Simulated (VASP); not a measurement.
These are PBEsol GGA, VASP's PBE PAW potentials (set 64) (plane waves; VASP) values and carry that method's errors.

VASP input:

**POSCAR**
```
CdF2
1
    0.0000000000     2.6950000000     2.6950000000
    2.6950000000     0.0000000000     2.6950000000
    2.6950000000     2.6950000000     0.0000000000
Cd F
1 2
Direct
  0.0003340000  -0.0021710000  -0.0021310000
  0.2466120000   0.2542770000   0.2521160000
  0.7530530000   0.7478940000   0.7500140000
```

### KPOINTS
```
Automatic mesh
0
Gamma
6 6 6
0 0 0
```

INCAR:
```
! general
SYSTEM  = CdF2
PREC    = Accurate
ENCUT   = 400   ! plane-wave cut-off (eV)
LREAL   = .FALSE.
LASPH   = .TRUE.

! electronic loop
EDIFF   = 1E-6   ! SCF stop (eV)
NELM    = 100   ! most electronic steps
ALGO    = Normal
LMAXMIX = 4

! smearing
ISMEAR  = -1
SIGMA   = 0.02

! functional
GGA     = PS

! ions
ISIF    = 2   ! forces and stress, cell fixed

! output
LWAVE   = .FALSE.
LCHARG  = .FALSE.
```

POTCAR, in this order: Cd F (PBE.64 set). Program: vasp_std.

Output of the run:

File OUTCAR:
```
 ion  position               nearest neighbor table
   1  0.000  0.998  0.998-   2 2.31   3 2.32   2 2.32   3 2.33   3 2.34   3 2.34   2 2.35   2 2.36
  LATTYP: Found a face centered cubic cell.
 ALAT       =     5.3900000000
 Subroutine PRICEL returns:
 Original cell was already a primitive cell.
 Subroutine GETGRP returns: Found  1 space group operations
The static configuration has the point symmetry C_1 .
The dynamic configuration has the point symmetry C_1 .
 Subroutine INISYM returns: Found  1 space group operations
 Subroutine IBZKPT returns following result:
 Found    112 irreducible k-points:

 Following reciprocal coordinates:
            Coordinates               Weight
  0.000000  0.000000  0.000000      1.000000
  0.166667  0.000000  0.000000      2.000000
  0.000000  0.166667  0.000000      2.000000
  0.000000  0.000000  0.166667      2.000000
  0.166667  0.166667  0.166667      2.000000
  0.333333  0.000000  0.000000      2.000000
  0.000000  0.333333  0.000000      2.000000
  0.000000  0.000000  0.333333      2.000000
  0.333333  0.333333  0.333333      2.000000
  0.500000  0.000000  0.000000      1.000000
...
```

OSZICAR:
```
       N       E                     dE             d eps       ncg     rms          rms(c)
DAV:   1     0.166674775757E+03    0.16667E+03   -0.13946E+04  4002   0.127E+03
DAV:   2    -0.646817296586E+01   -0.17314E+03   -0.16910E+03  4271   0.346E+02
DAV:   3    -0.129634386738E+02   -0.64953E+01   -0.64803E+01  4186   0.756E+01
DAV:   4    -0.129902275593E+02   -0.26789E-01   -0.26785E-01  4404   0.483E+00
DAV:   5    -0.129903092674E+02   -0.81708E-04   -0.81707E-04  4250   0.240E-01    0.964E+00
DAV:   6    -0.116271089252E+02    0.13632E+01   -0.37758E+00  4910   0.395E+01    0.749E+00
DAV:   7    -0.116410675831E+02   -0.13959E-01   -0.67655E-01  3824   0.812E+00    0.444E+00
DAV:   8    -0.116261108436E+02    0.14957E-01   -0.16299E-01  4312   0.403E+00    0.690E-01
DAV:   9    -0.116161270065E+02    0.99838E-02   -0.40698E-02  4920   0.260E+00    0.103E-01
DAV:  10    -0.116166658867E+02   -0.53888E-03   -0.33532E-03  3904   0.609E-01    0.934E-02
DAV:  11    -0.116167744724E+02   -0.10859E-03   -0.11619E-04  4214   0.137E-01    0.488E-02
DAV:  12    -0.116167954977E+02   -0.21025E-04   -0.10610E-04  3963   0.939E-02    0.144E-02
DAV:  13    -0.116167988000E+02   -0.33023E-05   -0.84471E-06  4359   0.321E-02    0.498E-03
DAV:  14    -0.116167990074E+02   -0.20737E-06   -0.53991E-07  3040   0.756E-03
   1 F= -.11616799E+02 E0= -.11616799E+02  d E =-.321537E-12
```

**OUTCAR**
```
------------------------ aborting loop because EDIFF is reached ----------------------------------------
  FORCE on cell =-STRESS in cart. coord.  units (eV):
  Direction    XX          YY          ZZ          XY          YZ          ZX
  --------------------------------------------------------------------------------------
  Total       -2.2739786     -2.2743437     -2.2754055      0.0036807     -0.0473847      0.0284287
  in kB      -93.0659155    -93.0808591    -93.1243118      0.1506394     -1.9392868      1.1634858
  external PRESSURE =     -93.0903621 kB  Pullay stress =       0.0000000 kB
  volume of cell :       39.15
      direct lattice vectors                 reciprocal lattice vectors
     0.000000000  2.695000000  2.695000000    -0.185528757  0.185528757  0.185528757
     2.695000000  0.000000000  2.695000000     0.185528757 -0.185528757  0.185528757
     2.695000000  2.695000000  0.000000000     0.185528757  0.185528757 -0.185528757
 POSITION                                       TOTAL-FORCE (eV/Angst)
 -----------------------------------------------------------------------------------
      5.37841      2.69016      2.69005         0.091860      0.035481      0.039277
      1.36473      1.34407      1.34990        -0.121567      0.022974     -0.018161
      4.03686      4.05077      4.04505         0.029707     -0.058455     -0.021116
 -----------------------------------------------------------------------------------
    total drift:                                0.001024      0.000733      0.000584
  FREE ENERGIE OF THE ION-ELECTRON SYSTEM (eV)
  ---------------------------------------------------
  free  energy   TOTEN  =       -11.6167990074 eV

  energy  without entropy=      -11.6167990074  energy(sigma->0) =      -11.61679901
```
(Selected blocks of OUTCAR.)

File OUTCAR:
```
 val. band max:       -1.4992025836   @ k =   0.5000   0.3333  -0.1667

 cond. band min:       1.4425297564   @ k =   0.0000   0.0000   0.0000


 Fermi energy:        -0.9795934390

 k-point     1 :       0.0000    0.0000    0.0000
  band No.  band energies     occupation
      1     -22.1787      2.00000
      2     -21.0476      2.00000
      3      -7.1034      2.00000
      4      -7.0851      2.00000
      5      -7.0668      2.00000
      6      -5.8304      2.00000
      7      -5.8296      2.00000
      8      -2.4889      2.00000
      9      -2.4699      2.00000
     10      -2.4554      2.00000
     11      -1.9823      2.00000
     12      -1.9634      2.00000
     13      -1.9435      2.00000
     14       1.4425      0.00000
     15      11.0223      0.00000
     16      11.0474      0.00000
     17      11.0740      0.00000

 k-point     2 :       0.1667    0.0000    0.0000
  band No.  band energies     occupation
      1     -22.0906      2.00000
      2     -21.1198      2.00000
      3      -7.0010      2.00000
      4      -6.9869      2.00000
      5      -6.7748      2.00000
      6      -5.8575      2.00000
      7      -5.8569      2.00000
      8      -3.1848      2.00000
      9      -2.6717      2.00000
     10      -2.6415      2.00000
     11      -2.2251      2.00000
     12      -1.9487      2.00000
     13      -1.9236      2.00000
     14       2.4215      0.00000
     15       9.9255      0.00000
     16      11.4389      0.00000
     17      11.4791      0.00000

 k-point     3 :       0.0000    0.1667    0.0000
  band No.  band energies     occupation
      1     -22.0894      2.00000
      2     -21.1208      2.00000
      3      -6.9808      2.00000
      4      -6.9637      2.00000
      5      -6.7999      2.00000
      6      -5.8600      2.00000
      7      -5.8595      2.00000
      8      -3.2344      2.00000
      9      -2.6651      2.00000
     10      -2.6374      2.00000
     11      -2.1897      2.00000
...
```

At this cut-off the stress carries a Pulay error, which pulls relaxed volumes low.

The structure is a typed CdF2 crystal. The cell was not relaxed at this level, atoms are displaced from their ideal sites.
